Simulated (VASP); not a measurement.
```yaml
crystal:
  lattice:
    - [0.00000, 2.53885, 2.53885]
    - [2.53885, 0.00000, 2.53885]
    - [2.53885, 2.53885, 0.00000]
  atoms:
    - { symbol: Sr, position: [0.00000, 0.00000, 0.00000] }
    - { symbol: O, position: [0.50000, 0.50000, 0.50000] }
```

All values below come from LDA (Ceperley-Alder, Perdew-Zunger), VASP's LDA PAW potentials (set 64) (plane waves; VASP). Run with 650 eV cut-off, 8×8×8 Γ-centred mesh, Gaussian smearing of 0.050 eV, potentials Sr_sv O.

### Question
Give the elastic stiffness tensor with the ions relaxed (GPa, in the frame of the cell).

### Answer

```json
[
 {"": "xx", "xx": "211", "yy": "51.0", "zz": "51.0", "yz": "0.0", "xz": "0.0", "xy": "0.0"},
 {"": "yy", "xx": "51.0", "yy": "211", "zz": "51.0", "yz": "0.0", "xz": "0.0", "xy": "0.0"},
 {"": "zz", "xx": "51.0", "yy": "51.0", "zz": "211", "yz": "0.0", "xz": "0.0", "xy": "0.0"},
 {"": "yz", "xx": "0.0", "yy": "0.0", "zz": "0.0", "yz": "56.1", "xz": "0.0", "xy": "0.0"},
 {"": "xz", "xx": "0.0", "yy": "0.0", "zz": "0.0", "yz": "0.0", "xz": "56.1", "xy": "0.0"},
 {"": "xy", "xx": "0.0", "yy": "0.0", "zz": "0.0", "yz": "0.0", "xz": "0.0", "xy": "56.1"}
]
```

### Question
Predict the Hill bulk modulus, Hill shear modulus, Young's modulus, Poisson's ratio.

### Answer

```
Quantity               Result
------------------  ---------
Hill bulk modulus   1040 kbar
Hill shear modulus   64.7 GPa
Young's modulus       161 GPa
Poisson's ratio         0.243
```

Measured: C11 175 GPa (computed value off by +20.3 %), C12 49.1 GPa (computed value off by +3.9 %), C44 55.9 GPa (computed value off by +0.4 %), as given by Oses et al., (2018), arXiv:1811.08464. The calculation is for a static lattice, while the measured C11, C12, C44 hold thermal and zero-point effects, which are part of the difference.

The compound is SrO in the rock salt structure. It was relaxed first.
